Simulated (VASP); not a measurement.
Consider the following.

```
MnC
1.0
    2.64085     0.00000     0.00000
   -1.32042     2.28704     0.00000
    0.00000     0.00000     5.09517
Mn C
2 2
Direct
  0.00000   0.00000   0.00000
  0.00000   0.00000   0.50000
  0.33333   0.66667   0.25000
  0.66667   0.33333   0.75000
```

The numbers are results of PBEsol GGA, VASP's PBE PAW potentials (set 64) (plane waves; VASP), not measurements. Numerical set-up: 520 eV cut-off, Gaussian smearing of 0.050 eV, potentials Mn_pv C.

Task: Give the energies of bands 9 to 20 at the high-symmetry points, in eV from the Fermi level.

Result: 
```
band      Γ      M      K      A      L      H
----  -----  -----  -----  -----  -----  -----
9     -8.54  -8.43  -6.65  -5.64  -7.42  -6.62
10    -3.96  -6.18  -6.65  -5.64  -7.42  -6.62
11    -3.96  -5.05  -6.52  -3.00  -4.61  -5.03
12    -3.92  -4.45  -4.98  -3.00  -4.61  -5.03
13    -1.60  -3.66  -4.98  -3.00  -3.30  -4.97
14    -1.60  -3.31  -2.84  -3.00  -3.30  -4.97
15    -1.30  -2.01  -1.04  -0.78  -2.23  -1.48
16    -1.30  -0.29  -1.04  -0.78  -2.23  -1.48
17    -0.15  -0.14   0.39  -0.78   0.62   0.79
18     0.14   0.53   0.39  -0.78   0.62   0.79
19     0.14   0.70   0.55   0.17   1.32   1.75
20     1.22   0.97   0.78   0.17   1.32   1.75
```

It has no gap at this level: it comes out as a metal or semimetal.

The structure was generated: MnC was put into the NiAs type type (P6_3/mmc), which need not be its known phase. It was relaxed first, which changed the volume by -36 %. The run is not spin-polarised, so no magnetic state was tried.
